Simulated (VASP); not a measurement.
# The low-index faces of Zr, part 5 of 5

Aim: compare the low-index faces of Zr at one level of theory.

VASP 6.6.1; PBE; plane waves and PAW (Zr_sv).

So far. Step 5 (Vacuum level and density of states, 8 atoms, face …): The vacuum level lies 4.18 eV above the Fermi level at the upper face; both faces agree, as the slab has next to no dipole. Step 6 (Relaxing the slab, 12 atoms, face Zr(10-10)): The run ended after 10 ionic steps, 0.060 eV below its first step, once the forces on the free atoms met EDIFFG = -0.03.

### 7. Vacuum level and density of states, 12 atoms, face Zr(10-10)

Contents of INCAR:

```
SYSTEM = Zr
PREC = Normal
ENCUT = 320
EDIFF = 1E-06
NELM = 120
ISMEAR = 1
SIGMA = 0.15
LREAL = .FALSE.
ALGO = Fast
GGA = PE
NBANDS = 89
LASPH = .TRUE.
LORBIT = 11
LWAVE = .FALSE.
LCHARG = .TRUE.
KPAR = 4
IDIPOL = 3
LDIPOL = .TRUE.
DIPOL = 0.5 0.5 0.5
LVHAR = .TRUE.
LVACPOTAV = .TRUE.
NEDOS = 1500
```

Contents of POSCAR:

```
Zr
1.0
    3.2339397499      0.0000000000      0.0000000000
    0.0000000000      5.1656717439      0.0000000000
    0.0000000000      0.0000000000     29.9369278812
Zr
12
Direct
    0.0000000000      0.0000000000      0.2537484252
    0.5000000000      0.0000000000      0.3424588600
    0.5000000000      0.5000000000      0.2827383582
    0.0000000000      0.0000000000      0.4365598058
    0.0000000000      0.5000000000      0.3750949815
    0.5000000000      0.0000000000      0.5313682109
    0.5000000000      0.5000000000      0.4686317891
    0.0000000000      0.0000000000      0.6249050185
    0.0000000000      0.5000000000      0.5634401942
    0.5000000000      0.0000000000      0.7172616418
    0.5000000000      0.5000000000      0.6575411400
    0.0000000000      0.5000000000      0.7462515748
```

Contents of KPOINTS:

```
Automatic mesh
0
Gamma
9 6 1
0 0 0
```

Potentials, in the order of the species: Zr_sv (PBE family, release 64).

Launch:

```bash
$ mpirun -np 4 vasp_std
```

The program printed:

```text
[... set-up lines as in an earlier step ...]
 entering main loop
       N       E                     dE             d eps       ncg     rms          rms(c)
DAV:   1     0.113754277802E+04    0.11375E+04   -0.62884E+04  4480   0.107E+03
DAV:   2     0.296391632477E+02   -0.11079E+04   -0.10751E+04  3972   0.376E+02
DAV:   3    -0.846854675988E+02   -0.11432E+03   -0.11061E+03  5816   0.740E+01
DAV:   4    -0.103735032682E+03   -0.19050E+02   -0.18864E+02  5872   0.300E+01
DAV:   5    -0.106259086257E+03   -0.25241E+01   -0.25181E+01  5392   0.869E+00    0.343E+01
RMM:   6    -0.135139069093E+03   -0.28880E+02   -0.10973E+02  5113   0.150E+01    0.207E+01
RMM:   7    -0.156996804916E+03   -0.21858E+02   -0.91794E+01  5107   0.133E+01    0.252E+01
RMM:   8    -0.990881176525E+02    0.57909E+02   -0.12465E+01  4612   0.763E+00    0.864E+00
RMM:   9    -0.988863417054E+02    0.20178E+00   -0.40105E+00  5418   0.337E+00    0.540E+00
RMM:  10    -0.989505660417E+02   -0.64224E-01   -0.15074E+00  5375   0.205E+00    0.431E+00
RMM:  11    -0.986975727533E+02    0.25299E+00   -0.48834E-01  4990   0.180E+00    0.157E+00
RMM:  12    -0.986832833371E+02    0.14289E-01   -0.49525E-01  5337   0.131E+00    0.799E-01
RMM:  13    -0.986869125776E+02   -0.36292E-02   -0.13930E-01  5847   0.739E-01    0.314E-01
RMM:  14    -0.986891470766E+02   -0.22345E-02   -0.63842E-02  6365   0.377E-01    0.172E-01
RMM:  15    -0.986915498292E+02   -0.24028E-02   -0.24653E-02  6625   0.237E-01    0.997E-02
RMM:  16    -0.986933485230E+02   -0.17987E-02   -0.14403E-02  6482   0.167E-01    0.580E-02
RMM:  17    -0.986941616057E+02   -0.81308E-03   -0.67556E-03  6587   0.124E-01    0.387E-02
RMM:  18    -0.986946662156E+02   -0.50461E-03   -0.43145E-03  6585   0.908E-02    0.209E-02
RMM:  19    -0.986948870566E+02   -0.22084E-03   -0.21122E-03  6454   0.699E-02    0.146E-02
RMM:  20    -0.986950600455E+02   -0.17299E-03   -0.14996E-03  6369   0.543E-02    0.819E-03
RMM:  21    -0.986951657442E+02   -0.10570E-03   -0.72407E-04  6223   0.435E-02    0.561E-03
WARNING in EDDRMM: call to ZHEGV failed, returncode =   8  4     44
RMM:  22    -0.986952748284E+02   -0.10908E-03   -0.53821E-04  6141   0.344E-02    0.545E-03
RMM:  23    -0.986953495553E+02   -0.74727E-04   -0.29122E-04  5955   0.275E-02    0.421E-03
WARNING in EDDRMM: call to ZHEGV failed, returncode =   8  4     46
RMM:  24    -0.986954030020E+02   -0.53447E-04   -0.19838E-04  5704   0.220E-02    0.212E-03
RMM:  25    -0.986954501140E+02   -0.47112E-04   -0.11239E-04  5567   0.179E-02    0.288E-03
RMM:  26    -0.986954656901E+02   -0.15576E-04   -0.84633E-05  5029   0.143E-02    0.178E-03
RMM:  27    -0.986954722506E+02   -0.65605E-05   -0.47943E-05  4720   0.117E-02    0.213E-03
WARNING in EDDRMM: call to ZHEGV failed, returncode =   8  4     76
RMM:  28    -0.986954754256E+02   -0.31750E-05   -0.35482E-05  4284   0.943E-03    0.286E-03
RMM:  29    -0.986954778552E+02   -0.24296E-05   -0.19394E-05  3909   0.779E-03    0.291E-03
WARNING in EDDRMM: call to ZHEGV failed, returncode =   6  3     87
RMM:  30    -0.986954801234E+02   -0.22682E-05   -0.14440E-05  3957   0.663E-03    0.252E-03
RMM:  31    -0.986954811325E+02   -0.10091E-05   -0.85954E-06  3481   0.547E-03    0.232E-03
RMM:  32    -0.986954816531E+02   -0.52056E-06   -0.64096E-06  3240   0.466E-03
 [... a notice as in an earlier step ...]

   1 F= -.98695482E+02 E0= -.98693442E+02  d E =-.611779E-02
```

Wall time 3.5 min (4 MPI ranks of Intel Xeon Platinum 8259CL at 2.50GHz (Skylake/Cascade Lake), shared host); peak memory 1.6 GiB; 14 min of CPU time.

From OUTCAR (step 7):

```text
   NELECT =     144.0000    total number of electrons

 dipolmoment           0.000000      0.000000      0.000000 electrons x Angstroem

 E-fermi :   3.4456

 k-point     1 :       0.0000    0.0000    0.0000
  band No.  band energies     occupation
    ...
     65       3.0224      2.00049
     66       3.0830      2.00332
     67       3.2332      2.06231
     68       3.2421      2.06647
     69       3.3641      1.78630
     70       3.5071      0.36707
     71       3.8563     -0.00075
     72       3.9811     -0.00001
     73       4.0425     -0.00000
     74       4.1415     -0.00000
    ...

  Total       -6.4177548     -3.7462596     -2.3796871      0.0000000      0.0000000      0.0000000
  in kB      -20.5602193    -12.0016924     -7.6236767      0.0000000      0.0000000      0.0000000
  external PRESSURE =     -13.3951962 kB  Pullay stress =       0.0000000 kB

 POSITION                                       TOTAL-FORCE (eV/Angst)
 -----------------------------------------------------------------------------------
      0.00000      0.00000      7.59645         0.000000      0.000000      0.028357
      1.61697      0.00000     10.25217         0.000000      0.000000     -0.003156
      1.61697      2.58284      8.46432         0.000000      0.000000      0.004303
      0.00000      0.00000     13.06926         0.000000      0.000000      0.030738
      0.00000      2.58284     11.22919         0.000000      0.000000      0.002965
      1.61697      0.00000     15.90753         0.000000      0.000000     -0.034331
      1.61697      2.58284     14.02940         0.000000      0.000000      0.034331
      0.00000      0.00000     18.70774         0.000000      0.000000     -0.002965
      0.00000      2.58284     16.86767         0.000000      0.000000     -0.030738
      1.61697      0.00000     21.47261         0.000000      0.000000     -0.004303
      1.61697      2.58284     19.68476         0.000000      0.000000      0.003156
      0.00000      2.58284     22.34048         0.000000      0.000000     -0.028357
 -----------------------------------------------------------------------------------
    total drift:                                0.000000      0.000000      0.000000

  FREE ENERGIE OF THE ION-ELECTRON SYSTEM (eV)
  ---------------------------------------------------
  free  energy   TOTEN  =       -98.6954816531 eV

  energy  without entropy=      -98.6893638647  energy(sigma->0) =      -98.69344239

 vacuum level on the upper side and lower side of the slab         7.236         7.236

[... 8 parts as in an earlier step ...]

[... 9 further parts left out ...]
```

Numbers from this step:

| Item | Value |
| --- | --- |
| electronic cycles | 32 |
| Fermi energy | 3.446 eV |
| dipole moment | 0, 0, 0 e·Å |
| vacuum levels | 7.236, 7.236 eV |
| work functions of the upper and lower face | 3.790, 3.790 eV |

The planar average of the electrostatic potential oscillates, so the rows of the table below give means over windows of 2.78 Å about each position, cut where the curve ends. Its maxima inside the range that stand out by 2 % of the span (Å: eV): 9.4: -3.59, 12.2: -3.12, 15.0: -2.72, 17.7: -3.12, 20.5: -3.59. Its minima: 8.0: -15.1, 10.7: -13.7, 13.6: -13.9, 16.4: -13.9, 19.2: -13.7, 21.9: -15.1.

Zero at the Fermi level. Planar average of the electrostatic potential against height; means over each step:

| height (Å) | planar average of the electrostatic potential (eV) |
| --- | --- |
| 1.39 | 3.79 |
| 4.17 | 3.72 |
| 6.95 | -5.13 |
| 9.73 | -9.21 |
| 12.51 | -8.91 |
| 15.29 | -8.73 |
| 18.07 | -8.87 |
| 20.85 | -9.49 |
| 23.63 | -0.964 |
| 26.41 | 3.77 |
| 29.19 | 3.79 |

Density of states in the PAW spheres, an atom over height of the layer and energy from the Fermi level.

Ten even steps from '0' (0.00 states/eV) to '9' (1.36 states/eV), each cell a mean:
```
977878878779
865443344568
543344443345
875677776578
455544445554
334444444433
445544445544
334433334433
123333333321
001111111100
000000000000
000000000000
000000000000
000000000000
000000000000
000000000000
000000000000
000000000000
000000000000
000000000000
000000000000
000000000000
```
Columns: height of the layer (Å) from 7.6 to 22.3 (not evenly spaced); rows upwards: energy from the Fermi level (eV) from -7.9 to 0.5.

Valence density in the ca plane at fractional y = 0.000, with atoms of Zr within 0.2 Å of it. It is the smooth field of the valence electrons, not physical close to the nuclei.

Ten even steps from '0' (0.0 e/Å³) to '9' (5.7 e/Å³), each cell a mean:
```
00026862000000000014884100000000000000000000
00012321000011100001331000011100000000000000
00000000000256410000000000146420000000000000
00000000000489720000000000279830000000000000
00000000000378620000000000268730000000000000
00001110000133200000110000023210000000000000
00014641000000000003553000000000000000000000
00037973000000000015995100000000000000000000
```
Columns run along c (16.0 Å, from fractional 0.38 to 0.91 of the cell), rows up along a (3.2 Å). Atoms in or near the plane, at fractional coordinates: Zr at (0.44, 0.00), Zr at (0.53, 0.50), Zr at (0.62, 0.00), Zr at (0.72, 0.50).

The map of layer states is cut here 0.5 eV above the Fermi level, so it leaves out the states above that.

The vacuum level lies 3.79 eV above the Fermi level at the upper face; both faces agree, as the slab has next to no dipole.

The program found no field-free point at its default tolerance, but its printed level agrees with the flat part of the planar average.

On this mesh the fine structure of the density of states is sampling noise, and high empty states may be cut by the number of bands.

### 8. The faces side by side

This step: surfaces of a metal, PBE; plane waves and PAW (VASP 6.6.1).

Derived from the runs above.

Symmetric slabs, all atoms free. All faces:

| face | layers | area a surface atom (Å²) | work function (eV) | surface energy as cut (J/m²) | surface energy relaxed (J/m²) | change of the top spacing (%) |
| --- | --- | --- | --- | --- | --- | --- |
| Zr(0001) | 8 | 9.057 | 4.178 | 1.683 | 1.593 | -6.29 |
| Zr(10-10) | 12 | 16.7 | 3.79 | 1.689 | 1.66 | -7.04 |

Each surface energy is the slab's energy less its number of atoms times the bulk energy of -8.5130 eV, over twice the cell's area.

### 9. What came out

```
Zr(0001)  : 1.59 J/m², 4.18 eV
Zr(10-10) : 1.66 J/m², 3.79 eV
```

What this shows: The cheapest face is Zr(0001) at 1.59 J/m², against 1.66 for Zr(10-10). The work functions are 4.18 eV for Zr(0001) and 3.79 eV for Zr(10-10). The densest face has the highest work function, as the smoothing of the electron density over an open face lowers the surface dipole. The densest face is also the cheapest, since it cuts the fewest bonds an area. The top spacing changes by -6.3 % on Zr(0001) and -7.0 % on Zr(10-10). Of the two ends of the prism face, the one with the short outer spacing was run. One thickness was run for each face, and bulk and slab meshes don't match, which leaves some hundredths of a J/m². The cells are 1 × 1 and can't reconstruct.

[Lines on the potential files, build, host, timing and source positions are cut from VASP's logs without a mark.]

[Logs are printed without paths, hosts, clocks, repeated set-up lines and the standing remarks that a program may print on its own settings, such as how far it seeks lower states.]

[Hosts, paths, dates, database ids (printed as entryN), source tags and the programs' standing remarks are cut or masked in the printed files.]

[Runs that stopped without an error message from VASP are left out.]
